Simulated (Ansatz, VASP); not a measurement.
# Cross-check of Ru (twin(10-12) boundary in hcp Ru, shift (0.5, 0)) between VASP and Ansatz, part 2 of 3

Wanted: the spread between two codes on one cell, functional and k mesh. Of the first pair: The structure shown is the start of the Ansatz relaxation below; VASP solves that cell, so the two are compared at the walk's first step.

VASP 6.6.1 and Ansatz 0.2.0.

So far: Set-up; Ansatz: relaxation, PBE.

## Step 3: VASP: single point, PBE, start cell, pair 1

Level of this step: PBE; plane waves and PAW (Ru_pv) (VASP).

The same cell, functional, mesh and smearing now go to VASP, with its own data sets.

Lines of VASP's logs that name or quote its potential files are left out, and so is its time.

Contents of INCAR:

```
SYSTEM = Ru
PREC = Accurate
ENCUT = 400
EDIFF = 1E-06
NELM = 120
ISMEAR = -1
SIGMA = 0.1
LREAL = .FALSE.
ALGO = Normal
GGA = PE
NBANDS = 212
LASPH = .TRUE.
LORBIT = 11
LWAVE = .FALSE.
LCHARG = .FALSE.
ISIF = 2
GGA_COMPAT = .FALSE.
KPAR = 4
```

Contents of POSCAR:

```
Ru
1.0
    6.3481279548      0.0000000000      0.0000000000
    0.0000000000      2.7058000000      0.0000000000
    0.0000000000      0.0000000000     30.9438509922
Ru
26
Direct
    0.1125777560      0.4166667899      0.1615829911
    0.4309007347      0.9166667899      0.1956357016
    0.8400623047      0.9166667899      0.2126620569
    0.1583851188      0.4166667899      0.2467147351
    0.5675466887      0.4166667899      0.2637410903
    0.8858696674      0.9166667899      0.2977938009
    0.2950310727      0.9166667899      0.3148201561
    0.6133540514      0.4166667899      0.3488728343
    0.0225156142      0.4166667899      0.3658991896
    0.3408385930      0.9166667899      0.3999519001
    0.7500000053      0.9166667899      0.4169782553
    0.0683229770      0.4166667899      0.4510309335
    0.5683229805      0.4166667899      0.4655734027
    0.2500000018      0.9166667899      0.4996261132
    0.8408385965      0.9166667899      0.5166524685
    0.5225156178      0.4166667899      0.5507051467
    0.1133540479      0.4166667899      0.5677315020
    0.7950310762      0.9166667899      0.6017842125
    0.3858696639      0.9166667899      0.6188105677
    0.0675466851      0.4166667899      0.6528632459
    0.6583851223      0.4166667899      0.6698896012
    0.3400623011      0.9166667899      0.7039423117
    0.9309007383      0.9166667899      0.7209686669
    0.6125777596      0.4166667899      0.7550213451
    0.2034163472      0.4166667899      0.7720477004
    0.8850933756      0.9166667899      0.8061004109
```

Contents of KPOINTS:

```
Automatic mesh
0
Gamma
4 9 1
0 0 0
```

Potentials, in the order of the species: Ru_pv (PBE family, release 64).

Run with:

```bash
> mpirun -np 4 vasp_std
```

Numbers of over 12 decimals in the logs are rounded to 6 here.

Output:

```text
[banner, memory and clock lines left out]
running    4 mpi-ranks, on    1 nodes
 distrk:  each k-point on    1 cores,    4 groups
 distr:  one band on    1 cores,    1 groups

 POSCAR found type information on POSCAR Ru
 POSCAR found :  1 types and      26 ions
|                                                                             |
|               ----> ADVICE to this user running VASP <----                  |
|                                                                             |
|     You have a (more or less) 'large supercell' and for larger cells it     |
|     might be more efficient to use real-space projection operators.         |
|     Therefore, try LREAL= Auto in the INCAR file.                           |
|     Mind: For very accurate calculation, you might also keep the            |
|     reciprocal projection scheme (i.e. LREAL=.FALSE.).                      |
|                                                                             |

 LDA part: xc-table for (Slater+PW92), standard interpolation
 POSCAR, INCAR and KPOINTS ok, starting setup
 FFT: planning ... GRIDC
 FFT: planning ... GRID_SOFT
 FFT: planning ... GRID
 WAVECAR not read
 entering main loop
       N       E                     dE             d eps       ncg     rms          rms(c)
DAV:   1     0.411927842045E+04    0.41193E+04   -0.20217E+05  7336   0.150E+03
DAV:   2    -0.497956126916E+02   -0.41691E+04   -0.40458E+04  6628   0.511E+02
DAV:   3    -0.235447948075E+03   -0.18565E+03   -0.17595E+03  8988   0.977E+01
DAV:   4    -0.248040171076E+03   -0.12592E+02   -0.12157E+02  8368   0.178E+01
DAV:   5    -0.248576860629E+03   -0.53669E+00   -0.52443E+00  8728   0.340E+00    0.632E+01
DAV:   6    -0.351816853028E+03   -0.10324E+03   -0.30764E+02  8940   0.744E+01    0.850E+01
DAV:   7    -0.321124373449E+03    0.30692E+02   -0.88334E+02  9560   0.721E+01    0.919E+01
DAV:   8    -0.419837382673E+03   -0.98713E+02   -0.88675E+02  9664   0.568E+01    0.111E+02
DAV:   9    -0.237095238676E+03    0.18274E+03   -0.43616E+02  8360   0.477E+01    0.385E+01
DAV:  10    -0.309359628493E+03   -0.72264E+02   -0.43558E+02  9624   0.716E+01    0.845E+01
DAV:  11    -0.255682042792E+03    0.53678E+02   -0.13800E+02  8784   0.312E+01    0.454E+01
DAV:  12    -0.242859031599E+03    0.12823E+02   -0.10022E+02  8492   0.320E+01    0.307E+01
DAV:  13    -0.233229639722E+03    0.96294E+01   -0.49966E+01  8792   0.243E+01    0.190E+01
DAV:  14    -0.231829336118E+03    0.14003E+01   -0.12857E+01  8296   0.110E+01    0.146E+01
[...]
DAV:  39    -0.231010694816E+03   -0.55945E-04   -0.72995E-06  6408   0.118E-02    0.325E-02
DAV:  40    -0.231010769678E+03   -0.74862E-04   -0.14732E-05  6600   0.178E-02    0.129E-02
DAV:  41    -0.231010810585E+03   -0.40907E-04   -0.52050E-06  5528   0.820E-03    0.102E-02
DAV:  42    -0.231010827106E+03   -0.16521E-04   -0.28554E-06  4600   0.835E-03    0.108E-02
DAV:  43    -0.231010841088E+03   -0.13982E-04   -0.20485E-06  4016   0.517E-03    0.373E-03
DAV:  44    -0.231010846789E+03   -0.57010E-05   -0.87918E-07  4012   0.312E-03    0.453E-03
DAV:  45    -0.231010848681E+03   -0.18918E-05   -0.29664E-07  3620   0.182E-03    0.391E-03
DAV:  46    -0.231010849249E+03   -0.56736E-06   -0.21467E-07  3588   0.200E-03
   1 F= -.23101085E+03 E0= -.23056595E+03  d E =-.889800E+00
```

From OUTCAR (step 3):

```text
ion  position               nearest neighbor table
   1  0.113  0.417  0.162-   4 2.65   2 2.65   2 2.65   3 2.71   3 2.71
   2  0.431  0.917  0.196-   5 2.65   5 2.65   1 2.65   1 2.65   3 2.65   4 2.71   4 2.71
   3  0.840  0.917  0.213-   4 2.65   4 2.65   6 2.65   2 2.65   1 2.71   1 2.71   5 2.71   5 2.71

  LATTYP: Found a simple orthorhombic cell.
 ALAT       =     2.7058000000
 B/A-ratio  =     2.3461186913
 C/A-ratio  =    11.4361190747

 Subroutine GETGRP returns: Found  2 space group operations
 (whereof  1 operations were pure point group operations)

The static configuration has the point symmetry C_1 .
 The point group associated with its full space group is C_1h.

 Found     15 irreducible k-points:

   k-points           NKPTS =     15   k-points in BZ     NKDIM =     15   number of bands    NBANDS=    212

   dimension x,y,z NGX =    42 NGY =   18 NGZ =  210
   dimension x,y,z NGXF=    84 NGYF=   36 NGZF=  420

   ENCUT  =  400.0 eV  29.40 Ry    5.42 a.u.  10.35  4.41 50.46*2*pi/ulx,y,z

   NELECT =     364.0000    total number of electrons

 k-points in reciprocal lattice and weights: Automatic mesh
   0.00000000  0.00000000  0.00000000       0.028
   0.25000000  0.00000000  0.00000000       0.056
   0.50000000  0.00000000  0.00000000       0.028
   0.00000000  0.11111111  0.00000000       0.056
   0.25000000  0.11111111  0.00000000       0.111
   0.50000000  0.11111111  0.00000000       0.056
   0.00000000  0.22222222  0.00000000       0.056
   0.25000000  0.22222222  0.00000000       0.111
   0.50000000  0.22222222  0.00000000       0.056
[...]
0.25000000  0.44444444  0.00000000       0.111
   0.50000000  0.44444444  0.00000000       0.056

 average (electrostatic) potential at core
       1 -72.4765       2 -72.7525       3 -72.8596       4 -73.1403       5 -73.0152
       6 -73.0857       7 -73.0753       8 -73.0553       9 -72.9897      10 -72.9649
      11 -73.2018      12 -73.0969      13 -73.0949      14 -73.1889      15 -72.9672
      16 -72.9981      17 -73.0563      18 -73.0766      19 -73.0329      20 -73.0389
      21 -73.0986      22 -73.0098      23 -73.1316      24 -72.8634      25 -72.7585
      26 -72.4767

 E-fermi :   7.0475

 k-point     1 :       0.0000    0.0000    0.0000
  band No.  band energies     occupation
    ...
    184       6.8930      1.64826
    185       6.9641      1.39446
    186       7.0037      1.21538
    187       7.1220      0.64395
    188       7.1346      0.58992
    189       7.2936      0.15735
    190       7.3134      0.13082
    191       7.3267      0.11552
    192       7.4412      0.03825
    193       7.5150      0.01848
    ...

 k-point     2 :       0.2500    0.0000    0.0000
  band No.  band energies     occupation
    ...
    184       6.7846      1.86547
    185       6.8364      1.78392
    186       7.0239      1.11753
    187       7.0481      0.99682
    188       7.1024      0.73235
    189       7.1899      0.38797
    190       7.1903      0.38684
    191       7.3217      0.12114
    192       7.3238      0.11868
    193       7.3930      0.06126
    ...

 k-point     3 :       0.5000    0.0000    0.0000
  band No.  band energies     occupation
    ...
    186       6.9610      1.40759
    187       6.9942      1.26029
    188       7.0003      1.23160
    189       7.0653      0.91114
    190       7.1397      0.56911
    191       7.1625      0.48109
    192       7.1761      0.43320
    193       7.3233      0.11925
    194       7.3903      0.06288
    195       7.3959      0.05953
    ...

  Total        5.7396289      5.9142327      7.2334796      0.0000000      0.0000000      0.2769556
  in kB       17.3012975     17.8276156     21.8042985      0.0000000      0.0000000      0.8348433
  external PRESSURE =      18.9777372 kB  Pullay stress =       0.0000000 kB

  energy-cutoff  :      400.00
  volume of cell :      531.52
      direct lattice vectors                 reciprocal lattice vectors
     6.348127955  0.000000000  0.000000000     0.157526755  0.000000000  0.000000000
     0.000000000  2.705800000  0.000000000     0.000000000  0.369576465  0.000000000
     0.000000000  0.000000000 30.943850992     0.000000000  0.000000000  0.032316598

 POSITION                                       TOTAL-FORCE (eV/Angst)
 -----------------------------------------------------------------------------------
      0.71466      1.12742      5.00000         0.070411      0.000000      1.547446
      2.73541      2.48032      6.05372        -0.451013      0.000000      0.079281
      5.33282      2.48032      6.58058         0.387889      0.000000     -0.538492
      1.00545      1.12742      7.63430         0.130582      0.000000     -1.161055
      3.60286      1.12742      8.16116         0.079806      0.000000     -0.317895
      5.62361      2.48032      9.21489        -0.185230      0.000000     -0.175687
      1.87290      2.48032      9.74175        -0.015290      0.000000      0.146177
      3.89365      1.12742     10.79547         0.132133      0.000000      0.105511
      0.14293      1.12742     11.32233         0.548134      0.000000     -0.333831
      2.16369      2.48032     12.37605        -0.243361      0.000000      0.547563
      4.76110      2.48032     12.90291         2.090563      0.000000     -3.886207
      0.43372      1.12742     13.95663        -2.582201      0.000000     -3.886639
      3.60779      1.12742     14.40663        -2.531516      0.000000      3.815088
      1.58703      2.48032     15.46036         2.115745      0.000000      3.929334
      5.33775      2.48032     15.98722        -0.298766      0.000000     -0.496032
      3.31700      1.12742     17.04094         0.566068      0.000000      0.316682
      0.71959      1.12742     17.56780         0.135496      0.000000     -0.036998
      5.04696      2.48032     18.62152        -0.003594      0.000000     -0.070493
      2.44955      2.48032     19.14838        -0.018142      0.000000     -0.131310
      0.42879      1.12742     20.20210         0.007064      0.000000     -0.028523
      4.17951      1.12742     20.72896        -0.123278      0.000000      0.184508
      2.15876      2.48032     21.78269         0.053983      0.000000      0.355687
      5.90948      2.48032     22.30955         0.121453      0.000000      1.164125
      3.88872      1.12742     23.36327         0.398684      0.000000      0.434440
      1.29131      1.12742     23.89013        -0.483415      0.000000     -0.082067
      5.61869      2.48032     24.94385         0.097794      0.000000     -1.480613
 -----------------------------------------------------------------------------------
    total drift:                               -0.000137     -0.000000      0.000976

  FREE ENERGIE OF THE ION-ELECTRON SYSTEM (eV)
  ---------------------------------------------------
  free  energy   TOTEN  =      -231.0108492486 eV

  energy  without entropy=     -230.1210488572  energy(sigma->0) =     -230.56594905

 total charge
# of ion       s       p       d       tot
------------------------------------------
    1        0.371   6.142   5.980  12.493
    2        0.382   6.225   5.934  12.540
    3        0.389   6.254   5.919  12.562
    4        0.401   6.309   5.937  12.646
    5        0.407   6.309   5.953  12.669
    6        0.405   6.314   5.946  12.665
    7        0.404   6.314   5.950  12.668
    8        0.405   6.314   5.955  12.673
    9        0.407   6.311   5.962  12.680
   10        0.389   6.292   5.956  12.636
   11        0.449   6.357   6.062  12.868
   12        0.430   6.336   6.062  12.828
   13        0.430   6.335   6.063  12.829
   14        0.449   6.357   6.064  12.871
   15        0.389   6.291   5.956  12.637
   16        0.407   6.310   5.961  12.679
   17        0.405   6.315   5.952  12.672
   18        0.405   6.316   5.945  12.666
   19        0.406   6.313   5.953  12.672
   20        0.405   6.313   5.955  12.673
   21        0.405   6.315   5.944  12.664
   22        0.407   6.309   5.953  12.669
   23        0.400   6.308   5.937  12.646
   24        0.389   6.254   5.919  12.562
   25        0.382   6.225   5.932  12.539
   26        0.372   6.142   5.979  12.493
--------------------------------------------------
tot         10.489 163.580 155.131 329.200

[... 3 further parts left out ...]
```

## Step 4: Differences

Known differences besides the potentials themselves: the data sets hold 416 valence electrons in Ansatz (on its PAW soft_1 files) and 364 in VASP; the cutoff is 420 eV in Ansatz and 400 eV in VASP. Total energies have different zeros and are not compared.

Forces on 7 of the 26 atoms, those with the largest forces and the largest differences (eV/Å; atoms numbered as in POSCAR):

```tsv
atom	Ansatz x, y, z	VASP x, y, z
Ru1	0.071, 0.000, 1.554	0.070, 0.000, 1.547
Ru11	2.035, 0.000, -3.828	2.091, 0.000, -3.886
Ru12	-2.533, 0.000, -3.826	-2.582, 0.000, -3.887
Ru13	-2.482, 0.000, 3.754	-2.532, 0.000, 3.815
Ru14	2.060, 0.000, 3.872	2.116, 0.000, 3.929
Ru23	0.121, 0.000, 1.162	0.121, 0.000, 1.164
Ru26	0.099, 0.000, -1.487	0.098, 0.000, -1.481
```

The forces differ by 18 meV/Å r.m.s., which is 1.7 % of the r.m.s. force of 1.090 eV/Å (both taken over all components).

## Step 5: Ansatz: relaxation, PBE

This run makes the geometry at which the two programs are then compared.

The structure compared here is the end of the Ansatz relaxation.

Contents of input.yaml:

```yaml
crystal:
  lattice:
    - [6.3481279548, 0.0, 0.0]
    - [0.0, 2.7058, 0.0]
    - [0.0, 0.0, 30.9438509922]
  atoms:
    - { symbol: Ru, position: [0.112577786, 0.4166666667, 0.1615829911] }
    - { symbol: Ru, position: [0.4309007479, 0.9166666666, 0.1956356911] }
    - { symbol: Ru, position: [0.8400622288, 0.9166666667, 0.2126620411] }
    - { symbol: Ru, position: [0.1583851907, 0.4166666666, 0.2467147412] }
    - { symbol: Ru, position: [0.5675466716, 0.4166666667, 0.2637410912] }
    - { symbol: Ru, position: [0.8858696335, 0.9166666666, 0.2977937912] }
    - { symbol: Ru, position: [0.2950311144, 0.9166666667, 0.3148201412] }
    - { symbol: Ru, position: [0.6133540763, 0.4166666666, 0.3488728412] }
    - { symbol: Ru, position: [0.0225155572, 0.4166666667, 0.3658991912] }
    - { symbol: Ru, position: [0.3408385191, 0.9166666666, 0.3999518912] }
    - { symbol: Ru, position: [0.75, 0.9166666667, 0.4169782413] }
    - { symbol: Ru, position: [0.0683229619, 0.4166666666, 0.4510309413] }
    - { symbol: Ru, position: [0.5683229619, 0.4166666666, 0.4655734105] }
    - { symbol: Ru, position: [0.25, 0.9166666667, 0.4996261105] }
    - { symbol: Ru, position: [0.8408385191, 0.9166666666, 0.5166524605] }
    - { symbol: Ru, position: [0.5225155572, 0.4166666667, 0.5507051605] }
    - { symbol: Ru, position: [0.1133540763, 0.4166666666, 0.5677315105] }
    - { symbol: Ru, position: [0.7950311144, 0.9166666667, 0.6017842105] }
    - { symbol: Ru, position: [0.3858696335, 0.9166666666, 0.6188105606] }
    - { symbol: Ru, position: [0.0675466716, 0.4166666667, 0.6528632606] }
    - { symbol: Ru, position: [0.6583851907, 0.4166666666, 0.6698896106] }
    - { symbol: Ru, position: [0.3400622288, 0.9166666667, 0.7039423106] }
    - { symbol: Ru, position: [0.9309007479, 0.9166666666, 0.7209686606] }
    - { symbol: Ru, position: [0.612577786, 0.4166666667, 0.7550213606] }
    - { symbol: Ru, position: [0.2034163051, 0.4166666666, 0.7720477106] }
    - { symbol: Ru, position: [0.8850933432, 0.9166666667, 0.8061004107] }
kpoints:
  mp_grid: { grid: [4, 9, 1] }
hamiltonian:
  xc: pbe
  pseudopotentials: { kind: paw, azcp: { folder: soft_1 } }
scf:
  occupations: { method: fermi_dirac, width: 0.1 }
relax:
  f_tol: 0.03
  max_steps: 80
  constraints: [{ sites: [0, 1, 2, 3] }]
```

Run with:

```bash
> ansatz run input.yaml --threads 4 --pin off --max-ram 15360MiB --backend cpu --events-out ev --progress --plain --runs-dir out
```

Output:

```text
[...]
Crystal: 26 atoms, lattice volume = 531.515 Å³
Basis set: ecut = 420 eV, 10463 PW (Γ), exchange–correlation on 90×40×432 points (8 copies of the dense FFT grid, shifted against one another)
Bands: 250, of which v1, the nominal top of the filled ones, is band 208 counted from 1 (207 counted from 0)
Symmetry: 2 space group operations
[...]
k-points: 15 of 36 (time reversal used)
[...]
- { symbol: Ru, position: [0.567490, 0.416667, 0.262611] }
    - { symbol: Ru, position: [0.878698, 0.916667, 0.297973] }
    - { symbol: Ru, position: [0.287972, 0.916667, 0.315503] }
    - { symbol: Ru, position: [0.604687, 0.416667, 0.347322] }
[...]
- { symbol: Ru, position: [0.975694, 0.916667, 0.730714] }
    - { symbol: Ru, position: [0.661159, 0.416667, 0.764408] }
    - { symbol: Ru, position: [0.244636, 0.416667, 0.779992] }
    - { symbol: Ru, position: [0.929264, 0.916667, 0.811189] }
[key lines of the parts left out:]
SCF converged after 8 iterations
Free energy (F): -152839.722758 eV
Fermi energy:    13.998192 eV
```

(Part 2 of 3 ends here.)

[Lines on the potential files, build, host, timing and source positions are cut from VASP's logs without a mark.]

[Logs are printed without paths, hosts, clocks, repeated set-up lines and the standing remarks that a program may print on its own settings, such as how far it seeks lower states.]

[Hosts, paths, dates, database ids (printed as entryN), source tags and the programs' standing remarks are cut or masked in the printed files.]
